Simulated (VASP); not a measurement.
Method: PBE GGA, VASP's PBE PAW potentials (set 64) (plane waves; VASP).

A VASP calculation is set up with these files.

KPOINTS:
```
Automatic mesh
0
Gamma
6 6 6
0 0 0
```

### INCAR
```
! general
SYSTEM   =  CrPd
PREC     =  Accurate
ENCUT    =  300
LREAL    =  F
LASPH    =  T

! electronic loop
EDIFF    =  1E-6
NELM     =  100
ALGO     =  Normal
LMAXMIX  =  4

! smearing
ISMEAR   =  -1
SIGMA    =  0.1

! functional
GGA      =  PE

! spin
ISPIN    =  2
MAGMOM   =  2*3.0 2*0.0

! ions
ISIF     =  2

! output
LWAVE    =  F
LCHARG   =  F
LORBIT   =  11
```

File POSCAR:
```
CrPd
1
    0.0000000000     2.9217400000     2.9217400000
    2.9217400000     0.0000000000     2.9217400000
    2.9217400000     2.9217400000     0.0000000000
Cr Pd
2 2
Direct
  0.7441020000   0.7430940000   0.7527460000
  0.5000540000   0.5061090000   0.5095640000
  0.0203980000  -0.0093020000  -0.0235950000
  0.2354460000   0.2600990000   0.2612840000
```

POTCAR, in this order: Cr_pv Pd (PBE.64 set). Program: vasp_std.

The resulting files:

### OSZICAR
```
       N       E                     dE             d eps       ncg     rms          rms(c)
DAV:   1     0.330307261408E+03    0.33031E+03   -0.17704E+04 14520   0.117E+03
DAV:   2    -0.148199883203E+02   -0.34513E+03   -0.32854E+03 13792   0.374E+02
DAV:   3    -0.299799964882E+02   -0.15160E+02   -0.14554E+02 14589   0.891E+01
DAV:   4    -0.302696559492E+02   -0.28966E+00   -0.28463E+00 15974   0.113E+01
DAV:   5    -0.302774930879E+02   -0.78371E-02   -0.78354E-02 15859   0.180E+00    0.266E+01
DAV:   6    -0.315207768274E+02   -0.12433E+01   -0.41554E+01 15351   0.540E+01    0.268E+01
DAV:   7    -0.283969364767E+02    0.31238E+01   -0.36995E+01 16367   0.571E+01    0.112E+01
DAV:   8    -0.278371117049E+02    0.55982E+00   -0.20223E+00 14489   0.126E+01    0.562E+00
DAV:   9    -0.280259028004E+02   -0.18879E+00   -0.10685E+00 17265   0.999E+00    0.749E+00
DAV:  10    -0.278267194718E+02    0.19918E+00   -0.73848E-01 17021   0.687E+00    0.258E+00
DAV:  11    -0.278554683821E+02   -0.28749E-01   -0.92782E-02 14970   0.239E+00    0.137E+00
DAV:  12    -0.278774756273E+02   -0.22007E-01   -0.47444E-02 15351   0.163E+00    0.350E-01
DAV:  13    -0.278788200867E+02   -0.13445E-02   -0.37045E-03 15339   0.512E-01    0.102E-01
DAV:  14    -0.278788661157E+02   -0.46029E-04   -0.29791E-04 15449   0.178E-01    0.543E-02
DAV:  15    -0.278788537287E+02    0.12387E-04   -0.72287E-05 15273   0.829E-02    0.320E-02
DAV:  16    -0.278788594957E+02   -0.57670E-05   -0.15345E-05 16418   0.379E-02    0.131E-02
DAV:  17    -0.278788598731E+02   -0.37747E-06   -0.37239E-06 11015   0.173E-02
   1 F= -.27878860E+02 E0= -.27804860E+02  d E =-.147999E+00  mag=     0.0005
```

File OUTCAR:
```
------------------------ aborting loop because EDIFF is reached ----------------------------------------
  FORCE on cell =-STRESS in cart. coord.  units (eV):
  Direction    XX          YY          ZZ          XY          YZ          ZX
  --------------------------------------------------------------------------------------
  Total        7.0990964      7.5725906      7.5060603      0.1480539     -2.0872893     -0.5907388
  in kB      228.0126595    243.2206054    241.0837486      4.7552759    -67.0406982    -18.9736728
  external PRESSURE =     237.4390045 kB  Pullay stress =       0.0000000 kB
  volume of cell :       49.88
      direct lattice vectors                 reciprocal lattice vectors
     0.000000000  2.921740000  2.921740000    -0.171130901  0.171130901  0.171130901
     2.921740000  0.000000000  2.921740000     0.171130901 -0.171130901  0.171130901
     2.921740000  2.921740000  0.000000000     0.171130901  0.171130901 -0.171130901
 POSITION                                       TOTAL-FORCE (eV/Angst)
 -----------------------------------------------------------------------------------
      4.37046      4.37340      4.34520        -0.234273      0.115813      0.380261
      2.96753      2.94984      2.93975        -0.195968     -0.257715     -0.139482
      5.74736      2.91240      2.95416         2.248078      0.233716     -0.840674
      1.52335      1.45132      1.44785        -1.817838     -0.091814      0.599895
 -----------------------------------------------------------------------------------
    total drift:                               -0.000463      0.000343      0.000955
  FREE ENERGIE OF THE ION-ELECTRON SYSTEM (eV)
  ---------------------------------------------------
  free  energy   TOTEN  =       -27.8788598731 eV

  energy  without entropy=      -27.7308604413  energy(sigma->0) =      -27.80486016

 total charge

# of ion       s       p       d       tot
------------------------------------------
    1        0.387   6.338   4.161  10.885
    2        0.388   6.337   4.160  10.885
    3        0.639   0.764   8.522   9.925
    4        0.636   0.763   8.519   9.918
--------------------------------------------------
tot          2.050  14.202  25.362  41.613

 magnetization (x)

# of ion       s       p       d       tot
------------------------------------------
    1       -0.000   0.000   0.002   0.002
    2       -0.000  -0.000  -0.002  -0.002
    3        0.000  -0.000   0.000   0.000
    4       -0.000   0.000  -0.000  -0.000
--------------------------------------------------
tot         -0.000  -0.000   0.000   0.000
```
(Selected blocks of OUTCAR.)

At this cut-off the stress carries a Pulay error, which pulls relaxed volumes low. The moments were started parallel, and other spin orders were not tried in this run.

The structure was generated: CrPd was put into an ordered model structure, which need not be its known phase. The cell was not relaxed at this level, atoms are displaced from their ideal sites. The k-mesh is coarse (spacing up to 0.31 per Å, 2π included), so the numbers may not be converged in it.
